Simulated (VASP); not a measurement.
Consider the following.

```
MnO2
1.0
    4.39718     0.00000     0.00000
    0.00000     4.39718     0.00000
    0.00000     0.00000     2.85113
Mn O
2 4
Direct
  0.00000   0.00000   0.00000
  0.50000   0.50000   0.50000
  0.30350   0.30350   0.00000
  0.80350   0.19650   0.50000
  0.19650   0.80350   0.50000
  0.69650   0.69650   0.00000
```
Starting moments (μB, in the order of the record's atoms Mn Mn O O O O): 2.4 -2.4 0.0 0.0 0.0 0.0.

The numbers are results of optB86b-vdW, VASP's PBE PAW potentials (set 64) (plane waves; VASP 6.6.1), not measurements. Numerical set-up: 520 eV cut-off, 8×8×12 Γ-centred mesh, tetrahedra with Blöchl corrections, potentials Mn_pv O.

Predict the cell moment, energy per atom (σ→0), band gap (on the k-mesh) with the smallest direct gap where there is one.

The band gap (on the k-mesh) comes out as none (metal, semimetal or under 0.01 eV) and the cell moment is 0.00 μB. The energy per atom (σ→0) is -5.962 eV/atom.

Give the moment on each site (PAW-sphere projection).

```tsv
site	moment (μB)
Mn1	2.45
Mn2	-2.45
O3	-0.05
O4	0.05
O5	0.05
O6	-0.05
```

The absolute energy has meaning only against runs of the same code, potentials and settings.

The compound is MnO2 in the rutile structure. It was relaxed first.
